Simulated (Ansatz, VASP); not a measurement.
## Two plane-wave programs on TeI6

```xyz
7
Lattice="6.7420 0.0000 0.0000 0.0000 6.7420 0.0000 0.0000 0.0000 6.7420" Properties=species:S:1:pos:R:3 pbc="T T T"
Te    3.3710    3.3710    3.3710
I     0.0000    3.3710    3.3710
I     3.3710    0.0000    3.3710
I     3.3710    3.3710    0.0000
I     3.3710    0.0000    0.0000
I     0.0000    3.3710    0.0000
I     0.0000    0.0000    3.3710
```

Alike in both runs: task single point; functional PBE; k mesh 4 × 4 × 4; occupations gaussian, width 0.1 eV; no spin polarisation.

|  | VASP | Ansatz |
| --- | --- | --- |
| version | VASP 6.6.1 | Ansatz 0.2.0 |
| potentials or method | VASP PAW PBE potentials, release 64 (Te, I) | scalar-relativistic, plane waves, PAW |
| plane-wave cutoff (eV) | 520 | 420 |
| valence electrons in the cell | 48 | 118 |

```csv
,VASP,Ansatz,Ansatz less VASP
gap on the k mesh at the Fermi level (eV),none,none,-
pressure (GPa),-0.8,-0.8,+0.03
```

A gap of «none» marks a metal or a gap that the smearing closes. The two sets of potentials don't hold the same shells in valence.

The runs have no spin-orbit coupling, so splittings on I, Te are missing.
